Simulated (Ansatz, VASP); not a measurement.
# In2S: VASP beside Ansatz, part 2 of 3

One calculation is typed for both programs; each brings its own data sets. How far apart do they land? The cell is generated by rule, not measured, and may not be a known phase. The cell is taken from a series of runs on this material, whose earlier steps may have relaxed, scaled, displaced or heated it; both programs get it as it stands.

VASP 6.6.1 and Ansatz 0.2.0.

So far: Starting point; Ansatz: zone-centre phonons, PBEsol.

## 3. VASP: zone-centre phonons, PBEsol

Level of this step: PBEsol; plane waves and PAW (S, In_d); invented cell (VASP).

The same cell, functional, mesh and smearing now go to VASP, with its own data sets.

Lines of VASP's logs that name or quote its potential files are left out, and so is its time.

Contents of INCAR:

```
SYSTEM = In2S
PREC = Accurate
ENCUT = 500
EDIFF = 1E-08
NELM = 120
ISMEAR = 1
SIGMA = 0.15
LREAL = .FALSE.
ALGO = Normal
GGA = PS
NBANDS = 39
LORBIT = 11
LWAVE = .FALSE.
LCHARG = .FALSE.
ISIF = 2
IBRION = 8
LASPH = .TRUE.
GGA_COMPAT = .FALSE.
KPAR = 2
```

Contents of POSCAR:

```
In2S
1.0
    3.6520687148      0.0000000000      0.0000000000
    0.0000000000      6.7497349414      0.0000000000
    0.0000000000      0.0000000000      6.2430235818
S In
2 4
Direct
    0.0000000000      0.5000000000      0.1023740454
    0.5000000000      0.0000000000      0.8976259546
    0.5000000000      0.7641417877      0.2842544364
    0.0000000000      0.2641417877      0.7157455636
    0.5000000000      0.2358582123      0.2842544364
    0.0000000000      0.7358582123      0.7157455636
```

Contents of KPOINTS:

```
Automatic mesh
0
Gamma
8 6 6
0 0 0
```

PAW data sets: S and In_d (PBE family, release 64).

The run is started by

```console
$ mpirun -np 2 vasp_std
```

Output:

```text
[banner, memory and clock lines left out]
running    2 mpi-ranks, on    1 nodes
 distrk:  each k-point on    1 cores,    2 groups
 distr:  one band on    1 cores,    1 groups

 POSCAR found type information on POSCAR S In
 POSCAR found :  2 types and       6 ions
|                                                                             |
|               ----> ADVICE to this user running VASP <----                  |
|                                                                             |
|     You enforced a specific xc type in the INCAR file but a different       |
|     [... a line on the potential file left out ...]
|     I HOPE YOU KNOW WHAT YOU ARE DOING!                                     |
|                                                                             |

 LDA part: xc-table for (Slater+PW92), standard interpolation
 POSCAR, INCAR and KPOINTS ok, starting setup
 FFT: planning ... GRIDC
 FFT: planning ... GRID_SOFT
 FFT: planning ... GRID
 WAVECAR not read
 entering main loop
       N       E                     dE             d eps       ncg     rms          rms(c)
DAV:   1     0.647324805551E+03    0.64732E+03   -0.29262E+04  6240   0.201E+03
DAV:   2     0.652617956624E+02   -0.58206E+03   -0.56815E+03  6247   0.505E+02
DAV:   3    -0.177128743348E+02   -0.82975E+02   -0.79932E+02  7813   0.200E+02
DAV:   4    -0.226530852309E+02   -0.49402E+01   -0.48994E+01  7494   0.490E+01
DAV:   5    -0.228517452310E+02   -0.19866E+00   -0.19861E+00  8454   0.894E+00    0.105E+01
DAV:   6    -0.220852394880E+02    0.76651E+00   -0.14636E+00  9038   0.138E+01    0.636E+00
DAV:   7    -0.220916917359E+02   -0.64522E-02   -0.86874E-01  9008   0.486E+00    0.181E+00
DAV:   8    -0.220798837572E+02    0.11808E-01   -0.70149E-02  9133   0.234E+00    0.113E+00
DAV:   9    -0.220790725285E+02    0.81123E-03   -0.15648E-02  8012   0.665E-01    0.400E-01
DAV:  10    -0.220790846630E+02   -0.12134E-04   -0.12111E-03  9102   0.231E-01    0.186E-01
DAV:  11    -0.220790983675E+02   -0.13705E-04   -0.89960E-05  8845   0.967E-02    0.569E-02
DAV:  12    -0.220791033040E+02   -0.49365E-05   -0.34338E-05  9600   0.293E-02    0.124E-02
DAV:  13    -0.220791033203E+02   -0.16259E-07   -0.36344E-06  8403   0.195E-02    0.679E-03
DAV:  14    -0.220791036037E+02   -0.28340E-06   -0.53473E-07  7328   0.404E-03    0.258E-03
DAV:  15    -0.220791036975E+02   -0.93856E-07   -0.57123E-08  6304   0.136E-03    0.107E-03
DAV:  16    -0.220791037073E+02   -0.98162E-08   -0.13231E-08  4888   0.853E-04
   1 F= -.22079104E+02 E0= -.22079830E+02  d E =0.217749E-02
 Linear response reoptimize wavefunctions to high precision
DAV:   1    -0.220791037025E+02    0.48576E-08   -0.27980E-09  4296   0.491E-04
DAV:   2    -0.220791037026E+02   -0.90040E-10   -0.10462E-09  4051   0.279E-04
DAV:   3    -0.220791037026E+02   -0.36380E-10   -0.49567E-10  4002   0.202E-04
 Linear response DOF=           6
 Linear response progress:
  Degree of freedom:   1/  6
       N       E                     dE             d eps       ncg     rms          rms(c)
RMM:   1    -0.105898619707E+00   -0.10590E+00    0.34213E-02 15995   0.124E+00
RMM:   2    -0.102765587707E+00    0.31330E-02   -0.42109E-03 12275   0.370E-01    0.133E-01
RMM:   3    -0.103237829028E+00   -0.47224E-03   -0.89397E-04 14419   0.151E-01    0.410E-02
RMM:   4    -0.103520701441E+00   -0.28287E-03   -0.15391E-04 14239   0.574E-02    0.159E-02
RMM:   5    -0.103624055765E+00   -0.10335E-03   -0.17298E-05 14650   0.213E-02    0.867E-03
RMM:   6    -0.103633117075E+00   -0.90613E-05   -0.21138E-06 14943   0.672E-03    0.262E-03
RMM:   7    -0.103635410368E+00   -0.22933E-05   -0.32322E-07 15216   0.249E-03    0.868E-04
RMM:   8    -0.103637868585E+00   -0.24582E-05    0.83232E-08 15542   0.881E-04    0.389E-04
RMM:   9    -0.103638353598E+00   -0.48501E-06    0.12877E-06 15850   0.344E-04    0.159E-04
RMM:  10    -0.103638276309E+00    0.77290E-07   -0.93771E-08 16137   0.172E-04    0.361E-05
RMM:  11    -0.103638238631E+00    0.37678E-07    0.24373E-07 15395   0.110E-04    0.369E-05
RMM:  12    -0.103638214086E+00    0.24544E-07    0.77078E-08 16867   0.878E-05    0.774E-06
RMM:  13    -0.103638222669E+00   -0.85826E-08    0.13707E-07 14281   0.783E-05    0.135E-05
RMM:  14    -0.103638219939E+00    0.27296E-08    0.17012E-07 12287   0.752E-05    0.157E-06
RMM:  15    -0.103638217692E+00    0.22469E-08    0.14547E-07 10200   0.738E-05    0.334E-06
RMM:  16    -0.103638217420E+00    0.27230E-09    0.14249E-07  9323   0.733E-05    0.152E-06
RMM:  17    -0.103638217249E+00    0.17068E-09    0.12914E-07  9154   0.731E-05    0.216E-07
RMM:  18    -0.103638217225E+00    0.23903E-10    0.12932E-07  8754   0.730E-05    0.381E-07
RMM:  19    -0.103638217213E+00    0.12101E-10    0.12848E-07  8670   0.729E-05    0.264E-07
RMM:  20    -0.103638217159E+00    0.54681E-10    0.12731E-07  8647   0.729E-05    0.272E-07
RMM:  21    -0.103638217319E+00   -0.16084E-09    0.12832E-07  8597   0.729E-05    0.223E-07
RMM:  22    -0.103638217149E+00    0.17023E-09    0.12823E-07  8578   0.729E-05    0.180E-07
RMM:  23    -0.103638217068E+00    0.80770E-10    0.13026E-07  8534   0.729E-05    0.180E-07
RMM:  24    -0.103638217088E+00   -0.19752E-10    0.13062E-07  8574   0.729E-05    0.512E-08
 first order change of Fermi-energy   0.71207E-04
[...]
RMM:   1    -0.120274677070E+00   -0.12027E+00    0.61993E-02 12964   0.127E+00
RMM:   2    -0.116276939605E+00    0.39977E-02   -0.45978E-03  9253   0.397E-01    0.143E-01
RMM:   3    -0.116681654625E+00   -0.40472E-03   -0.94936E-04 11018   0.163E-01    0.438E-02
RMM:   4    -0.116906848441E+00   -0.22519E-03   -0.19021E-04 10055   0.643E-02    0.157E-02
RMM:   5    -0.116969410840E+00   -0.62562E-04   -0.25757E-05 11604   0.252E-02    0.935E-03
RMM:   6    -0.116975020073E+00   -0.56092E-05   -0.14542E-06 11632   0.667E-03    0.427E-03
RMM:   7    -0.116983114037E+00   -0.80940E-05   -0.25658E-07 10309   0.287E-03    0.185E-03
RMM:   8    -0.116983979078E+00   -0.86504E-06   -0.82297E-08 12109   0.119E-03    0.972E-04
RMM:   9    -0.116984394198E+00   -0.41512E-06    0.10573E-06 10296   0.574E-04    0.604E-04
RMM:  10    -0.116984656061E+00   -0.26186E-06   -0.34986E-07 11972   0.296E-04    0.257E-04
RMM:  11    -0.116984655966E+00    0.95019E-10    0.27490E-09 12464   0.153E-04    0.231E-04
 first order change of Fermi-energy  -0.18324E+00
 force on displaced ion       1 direction 3 :  -0.000   0.000  -2.424
 Linear response progress:
  Degree of freedom:   4/  6
       N       E                     dE             d eps       ncg     rms          rms(c)
RMM:   1    -0.231191769620E+00   -0.23119E+00   -0.14812E-01 16289   0.333E+00
RMM:   2    -0.233553514127E+00   -0.23617E-02   -0.15985E-02 18266   0.802E-01    0.744E-02
RMM:   3    -0.233556615330E+00   -0.31012E-05   -0.20129E-03 20566   0.254E-01    0.287E-02
RMM:   4    -0.233406267420E+00    0.15035E-03   -0.18945E-04 20358   0.835E-02    0.221E-02
RMM:   5    -0.233390321945E+00    0.15945E-04   -0.20482E-05 20694   0.300E-02    0.889E-03
RMM:   6    -0.233366721834E+00    0.23600E-04   -0.37212E-06 20510   0.128E-02    0.226E-03
RMM:   7    -0.233359173260E+00    0.75486E-05   -0.42977E-06 21312   0.458E-03    0.922E-04
RMM:   8    -0.233354051846E+00    0.51214E-05   -0.13989E-06 21449   0.195E-03    0.102E-03
RMM:   9    -0.233359162821E+00   -0.51110E-05   -0.16278E-06 21554   0.926E-04    0.332E-04
RMM:  10    -0.233359719575E+00   -0.55675E-06    0.98256E-08 23309   0.459E-04    0.336E-04
RMM:  11    -0.233357743941E+00    0.19756E-05    0.16500E-07 21768   0.285E-04    0.940E-05
RMM:  12    -0.233357377002E+00    0.36694E-06   -0.29960E-07 22342   0.189E-04    0.301E-05
RMM:  13    -0.233357735499E+00   -0.35850E-06   -0.87584E-08 22373   0.144E-04    0.232E-05
RMM:  14    -0.233357731041E+00    0.44586E-08   -0.36136E-09 23645   0.117E-04    0.253E-05
 first order change of Fermi-energy  -0.21709E-04
 force on displaced ion       3 direction 1 :  -1.407   0.001  -0.001
 Linear response progress:
  Degree of freedom:   5/  6
       N       E                     dE             d eps       ncg     rms          rms(c)
RMM:   1    -0.241863568694E+00   -0.24186E+00   -0.14778E-01 11228   0.336E+00
RMM:   2    -0.243749627832E+00   -0.18861E-02   -0.18836E-02 12523   0.847E-01    0.123E-01
RMM:   3    -0.243785364814E+00   -0.35737E-04   -0.25260E-03 13946   0.282E-01    0.466E-02
RMM:   4    -0.243616686082E+00    0.16868E-03   -0.38813E-04 13957   0.962E-02    0.298E-02
RMM:   5    -0.243579267466E+00    0.37419E-04   -0.53072E-05 12891   0.375E-02    0.127E-02
RMM:   6    -0.243584313335E+00   -0.50459E-05   -0.56211E-05 14347   0.185E-02    0.374E-03
RMM:   7    -0.243592230405E+00   -0.79171E-05   -0.41815E-06 14426   0.623E-03    0.203E-03
RMM:   8    -0.243598084815E+00   -0.58544E-05    0.17376E-05 14545   0.258E-03    0.498E-04
RMM:   9    -0.243598632428E+00   -0.54761E-06    0.42229E-06 13613   0.117E-03    0.334E-04
RMM:  10    -0.243598520194E+00    0.11223E-06    0.43913E-06 15236   0.605E-04    0.189E-04
RMM:  11    -0.243598342084E+00    0.17811E-06    0.27787E-06 14486   0.347E-04    0.483E-05
RMM:  12    -0.243598381517E+00   -0.39433E-07    0.11663E-06 16031   0.216E-04    0.375E-05
RMM:  13    -0.243598377997E+00    0.35194E-08    0.88408E-07 15473   0.152E-04    0.255E-05
RMM:  14    -0.243598472089E+00   -0.94091E-07    0.37408E-07 15651   0.123E-04    0.129E-05
RMM:  15    -0.243598485698E+00   -0.13610E-07    0.46314E-07 16076   0.108E-04    0.361E-06
RMM:  16    -0.243598510980E+00   -0.25282E-07    0.25003E-07 14316   0.100E-04    0.427E-06
RMM:  17    -0.243598502202E+00    0.87785E-08    0.33138E-07 13596   0.960E-05    0.103E-06
RMM:  18    -0.243598509907E+00   -0.77054E-08    0.22452E-07 13395   0.936E-05    0.336E-06
RMM:  19    -0.243598519881E+00   -0.99741E-08    0.88125E-08 14453   0.925E-05    0.281E-06
 first order change of Fermi-energy  -0.25977E+00
 force on displaced ion       3 direction 2 :   0.000  -3.262  -0.382
 Linear response progress:
  Degree of freedom:   6/  6
       N       E                     dE             d eps       ncg     rms          rms(c)
RMM:   1    -0.240707871432E+00   -0.24071E+00   -0.14183E-01 11092   0.340E+00
RMM:   2    -0.242890546613E+00   -0.21827E-02   -0.19772E-02 12372   0.880E-01    0.109E-01
RMM:   3    -0.242883003887E+00    0.75427E-05   -0.25320E-03 13887   0.295E-01    0.494E-02
RMM:   4    -0.242708507203E+00    0.17450E-03   -0.24621E-04 13873   0.982E-02    0.307E-02
RMM:   5    -0.242694690487E+00    0.13817E-04   -0.24320E-05 12831   0.382E-02    0.112E-02
RMM:   6    -0.242693836736E+00    0.85375E-06   -0.24553E-06 14155   0.198E-02    0.327E-03
RMM:   7    -0.242702708108E+00   -0.88714E-05   -0.10046E-05 14441   0.642E-03    0.212E-03
RMM:   8    -0.242708013718E+00   -0.53056E-05   -0.29169E-06 14714   0.274E-03    0.837E-04
RMM:   9    -0.242707525189E+00    0.48853E-06   -0.19220E-06 13257   0.116E-03    0.375E-04
RMM:  10    -0.242706518755E+00    0.10064E-05   -0.17745E-06 15027   0.600E-04    0.187E-04
RMM:  11    -0.242706237523E+00    0.28123E-06   -0.20239E-06 13663   0.357E-04    0.867E-05
RMM:  12    -0.242706052503E+00    0.18502E-06   -0.97751E-07 16595   0.222E-04    0.293E-05
RMM:  13    -0.242706090200E+00   -0.37697E-07   -0.27203E-07 14467   0.151E-04    0.354E-05
RMM:  14    -0.242706083731E+00    0.64690E-08   -0.33931E-07 13989   0.121E-04    0.874E-05
RMM:  15    -0.242706103532E+00   -0.19801E-07   -0.14176E-07 14079   0.111E-04    0.616E-05
RMM:  16    -0.242706090327E+00    0.13205E-07   -0.40300E-08 16785   0.966E-05    0.479E-05
RMM:  17    -0.242706089817E+00    0.51066E-09   -0.14870E-08 14981   0.908E-05    0.468E-05
 first order change of Fermi-energy  -0.23934E+00
 force on displaced ion       3 direction 3 :   0.000  -0.386  -2.692
 Linear response finished
```

[end of part 2 of 3]

[Lines on the potential files, build, host, timing and source positions are cut from VASP's logs without a mark.]

[Logs are printed without paths, hosts, clocks, repeated set-up lines and the standing remarks that a program may print on its own settings, such as how far it seeks lower states.]

[Hosts, paths, dates, database ids (printed as entryN), source tags and the programs' standing remarks are cut or masked in the printed files.]
